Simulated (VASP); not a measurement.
Consider the following.

```yaml
crystal:
  lattice:
    - [0.00000, 2.95319, 2.95319]
    - [2.95319, 0.00000, 2.95319]
    - [2.95319, 2.95319, 0.00000]
  atoms:
    - { symbol: Mg, position: [0.00000, 0.00000, 0.00000] }
    - { symbol: Te, position: [0.50000, 0.50000, 0.50000] }
```

Level of theory: PBEsol GGA with spin-orbit coupling, VASP's PBE PAW potentials (set 64) (plane waves; VASP 6.6.1). Settings: 400 eV cut-off, 7×7×7 Γ-centred mesh, Gaussian smearing of 0.050 eV, potentials Mg Te.

Give the energies of bands 3 to 14 at the high-symmetry points, in eV from the valence-band maximum.

```csv
band,Γ,X,U,L,W
3,-0.89,-4.56,-4.16,-5.29,-3.87
4,-0.89,-4.56,-4.16,-5.29,-3.87
5,0.00,-2.37,-3.73,-1.11,-3.49
6,0.00,-2.37,-3.73,-1.11,-3.49
7,0.00,-1.97,-1.78,-0.56,-3.06
8,0.00,-1.97,-1.78,-0.56,-3.06
9,1.96,0.15,1.42,2.82,3.02
10,1.96,0.15,1.42,2.82,3.02
11,5.63,2.65,4.86,4.12,4.99
12,5.63,2.65,4.86,4.12,4.99
13,5.63,9.59,6.86,4.14,6.00
14,5.63,9.59,6.86,4.14,6.00
```

The gap is indirect, 0.15 eV, from the valence maximum at Γ to the conduction minimum at X.

The structure comes from a computed database's MgTe entry (Fm-3m); how it stands against other phases isn't given here. It was relaxed first.
